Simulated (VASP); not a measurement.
Data:

```
CeIn3
1.0
    4.69074     0.00000     0.00000
    0.00000     4.69074     0.00000
    0.00000     0.00000     4.69074
Ce In
1 3
Direct
  0.00000   0.00000   0.00000
  0.00000   0.50000   0.50000
  0.50000   0.00000   0.50000
  0.50000   0.50000   0.00000
```
Starting moments (μB, in the order of the record's atoms Ce In In In): 1.0 0.0 0.0 0.0.

Calculation: PBEsol GGA, VASP's PBE PAW potentials (set 64) (plane waves; VASP). Numerical set-up: 300 eV cut-off, 5×5×5 Γ-centred mesh, Fermi-Dirac smearing of 0.10 eV, potentials Ce In_d.

At this cut-off the stress carries a Pulay error, which pulls relaxed volumes low. Unless said otherwise, spin-orbit coupling is left out, though it shifts the bands of the heavy elements here.

Question: Estimate the cell moment, energy per atom (σ→0), pressure, band gap (on the k-mesh) with the smallest direct gap where there is one.

Answer: 
band gap (on the k-mesh): none (metal, semimetal or under 0.01 eV)
cell moment: 0.62 μB
energy per atom (σ→0): -416.6 kJ/mol of atoms
pressure: -2.92 GPa

Question: Give the moment on each site (PAW-sphere projection).

Answer: 
| site | moment (μB) |
|---|---|
| Ce1 | 0.59 |
| In2 | 0.00 |
| In3 | 0.00 |
| In4 | 0.00 |

Total energies compare only between runs with the same potentials, cut-off and functional.

The structure comes from a measured CeIn3 entry (Pm-3m) of the Crystallography Open Database, whose conditions weren't checked. The cell was not relaxed at this level. VASP warned that the highest band is occupied, so more bands are needed.
